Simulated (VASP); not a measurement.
Level of theory: vdW-DF2, VASP's PBE PAW potentials (set 64) (plane waves; VASP).

VASP ran on this input.

POSCAR:
```
AlN
1.0
  1.5750494312  -2.7280656332   0.0000000000
  1.5750494312   2.7280656332   0.0000000000
  0.0000000000   0.0000000000   5.0786049134
Al N
2 2
direct
  0.6666670000   0.3333330000   0.5008199971
  0.3333330000   0.6666670000   0.0008199971
  0.6666670000   0.3333330000   0.8811800029
  0.3333330000   0.6666670000   0.3811800029
```

### KPOINTS
```
Automatic mesh
0
Gamma
7 7 4
0 0 0
```

### INCAR
```
! general
SYSTEM  =AlN
PREC    =Accurate
ENCUT   =520
LREAL   =.FALSE.
LASPH   =.TRUE.

! electronic loop
EDIFF   =1E-6
NELM    =100
ALGO    =Normal

! smearing
ISMEAR  =0
SIGMA   =0.05

! functional
GGA     =ML
LUSE_VDW=.TRUE.
AGGAC   =0.0
ZAB_VDW =-1.8867

! ions
IBRION  =2
NSW     =60
ISIF    =3
EDIFFG  =-0.02

! output
LWAVE   =.FALSE.
LCHARG  =.FALSE.
```

POTCAR, in this order: Al N (PBE.64 set). Program: vasp_std.

The run wrote:

**OUTCAR**
```
 ion  position               nearest neighbor table
   1  0.667  0.333  0.501-   4 1.92   4 1.92   4 1.92   3 1.93   2 3.12   2 3.12   2 3.12   2 3.12
                             2 3.12   2 3.12
   2  0.333  0.667  0.001-   3 1.92   3 1.92   3 1.92   4 1.93   1 3.12   1 3.12   1 3.12   1 3.12
                             1 3.12   1 3.12
   3  0.667  0.333  0.881-   2 1.92   2 1.92   2 1.92   1 1.93
   4  0.333  0.667  0.381-   1 1.92   1 1.92   1 1.92   2 1.93
  LATTYP: Found a hexagonal cell.
 ALAT       =     3.1500988571
 C/A-ratio  =     1.6122049319
 Subroutine PRICEL returns:
 Original cell was already a primitive cell.
 Subroutine GETGRP returns: Found 12 space group operations
The static configuration has the point symmetry C_3v.
 The point group associated with its full space group is C_6v.
The dynamic configuration has the point symmetry C_3v.
 Subroutine INISYM returns: Found 12 space group operations
 Subroutine IBZKPT returns following result:
 Found     24 irreducible k-points:

 Following reciprocal coordinates:
            Coordinates               Weight
  0.000000  0.000000  0.000000      1.000000
  0.142857  0.000000  0.000000      6.000000
  0.285714  0.000000  0.000000      6.000000
  0.428571  0.000000  0.000000      6.000000
  0.142857  0.142857  0.000000      6.000000
  0.285714  0.142857  0.000000     12.000000
  0.428571  0.142857  0.000000      6.000000
  0.285714  0.285714  0.000000      6.000000
  0.000000  0.000000  0.250000      2.000000
  0.142857  0.000000  0.250000     12.000000
  0.285714  0.000000  0.250000     12.000000
  0.428571  0.000000  0.250000     12.000000
  0.142857  0.142857  0.250000     12.000000
  0.285714  0.142857  0.250000     24.000000
  0.428571  0.142857  0.250000     12.000000
  0.285714  0.285714  0.250000     12.000000
  0.000000  0.000000  0.500000      1.000000
  0.142857  0.000000  0.500000      6.000000
...
```

### OSZICAR
```
       N       E                     dE             d eps       ncg     rms          rms(c)
DAV:   1     0.615294177295E+02    0.61529E+02   -0.76401E+03   576   0.119E+03
DAV:   2    -0.252261050336E+02   -0.86756E+02   -0.80590E+02   860   0.230E+02
DAV:   3    -0.295642204433E+02   -0.43381E+01   -0.43265E+01   736   0.563E+01
DAV:   4    -0.296021505054E+02   -0.37930E-01   -0.37916E-01   648   0.608E+00
DAV:   5    -0.296027861746E+02   -0.63567E-03   -0.63564E-03   728   0.815E-01    0.139E+01
DAV:   6    -0.232876310034E+02    0.63152E+01   -0.25532E+01   696   0.387E+01    0.393E+00
DAV:   7    -0.234175575785E+02   -0.12993E+00   -0.10614E+00   648   0.801E+00    0.295E+00
DAV:   8    -0.234428426415E+02   -0.25285E-01   -0.17405E-01   600   0.461E+00    0.652E-01
DAV:   9    -0.234337227572E+02    0.91199E-02   -0.39206E-02   752   0.154E+00    0.286E-01
DAV:  10    -0.234346363308E+02   -0.91357E-03   -0.46329E-03   632   0.608E-01    0.163E-01
DAV:  11    -0.234345793161E+02    0.57015E-04   -0.27969E-04   664   0.176E-01    0.426E-02
DAV:  12    -0.234345859686E+02   -0.66525E-05   -0.31377E-05   696   0.486E-02    0.849E-03
DAV:  13    -0.234345900782E+02   -0.41096E-05   -0.39613E-06   624   0.249E-02    0.253E-03
DAV:  14    -0.234345905039E+02   -0.42569E-06   -0.31448E-07   376   0.554E-03
   1 F= -.23434591E+02 E0= -.23434591E+02  d E =-.234346E+02
```

OUTCAR:
```
------------------------ aborting loop because EDIFF is reached ----------------------------------------
  FORCE on cell =-STRESS in cart. coord.  units (eV):
  Direction    XX          YY          ZZ          XY          YZ          ZX
  --------------------------------------------------------------------------------------
  Total        0.0520177      0.0520177     -0.0134558      0.0000000     -0.0000000      0.0000000
  in kB        1.9095817      1.9095817     -0.4939640      0.0000000     -0.0000000      0.0000000
  external PRESSURE =       1.1083998 kB  Pullay stress =       0.0000000 kB
  volume of cell :       43.64
      direct lattice vectors                 reciprocal lattice vectors
     1.575049431 -2.728065633  0.000000000     0.317450354 -0.183280048  0.000000000
     1.575049431  2.728065633  0.000000000     0.317450354  0.183280048  0.000000000
     0.000000000  0.000000000  5.078604913     0.000000000  0.000000000  0.196904468
  FREE ENERGIE OF THE ION-ELECTRON SYSTEM (eV)
  ---------------------------------------------------
  free  energy   TOTEN  =       -23.4345905039 eV

  energy  without entropy=      -23.4345905039  energy(sigma->0) =      -23.43459050

 reached required accuracy - stopping structural energy minimisation
```
(Selected blocks of OUTCAR.)

The compound is AlN in the wurtzite structure. It was relaxed first. The start is the result of an earlier pass.
